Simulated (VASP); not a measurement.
An input for Quantum ESPRESSO's pw.x (written as the equivalent of a VASP run, and not itself run):

```
&CONTROL
  calculation = 'scf'
  pseudo_dir = './pseudo'
  outdir = './out'
  tprnfor = .true.
  tstress = .true.
/
&SYSTEM
  ibrav = 0
  nat = 1
  ntyp = 1
  ecutwfc = 80
  occupations = 'smearing'
  smearing = 'gaussian'
  degauss = 0.01999
  input_dft = 'pbesol'
/
&ELECTRONS
  conv_thr = 7.3e-08
  electron_maxstep = 100
/
ATOMIC_SPECIES
  Sb 121.760 Sb.upf
CELL_PARAMETERS angstrom
     3.0884520    0.0000000    0.0000000
     0.0000000    3.0884520    0.0000000
     0.0000000    0.0000000    3.0884520
ATOMIC_POSITIONS crystal
  Sb   0.0000000  0.0000000  0.0000000
K_POINTS automatic
  14 14 14 0 0 0
```

Problem. Translate this input to VASP (INCAR, KPOINTS, POSCAR, choice of POTCAR).

Solution. This is not unique; one that fits is 
POSCAR:
```
Sb
1
    3.0884520000     0.0000000000     0.0000000000
    0.0000000000     3.0884520000     0.0000000000
    0.0000000000     0.0000000000     3.0884520000
Sb
1
Direct
  0.0000000000   0.0000000000   0.0000000000
```

### KPOINTS
```
Regular mesh
0
gamma
 14 14 14
```

INCAR:
```
! general
SYSTEM  = Sb
PREC    = Accurate
ENCUT   = 300
LREAL   = .FALSE.
LASPH   = .TRUE.

! electronic loop
EDIFF   = 1E-6   ! SCF stop (eV)
NELM    = 100
ALGO    = Normal
LMAXMIX = 4   ! l cut-off of mixed one-centre charges

! smearing
ISMEAR  = 0   ! Gaussian
SIGMA   = 0.272

! functional
GGA     = PS   ! PBEsol

! ions
ISIF    = 2

! output
LWAVE   = .FALSE.
LCHARG  = .FALSE.
```

POTCAR, in this order: Sb (PBE.64 set). Program: vasp_std.

Limits of the translation: the potentials are each code's own (VASP's PAW set, PseudoDojo norm-conserving files in pw.x), so ENCUT and ecutwfc are chosen apart and not converted; conv_thr bounds pw.x's estimated SCF error, while EDIFF bounds the energy change between steps.

The structure comes from a computed database's Sb entry (Pm-3m); how it stands against other phases isn't given here. The cell was not relaxed at this level, and its volume differs by -5.9 % from the start's.
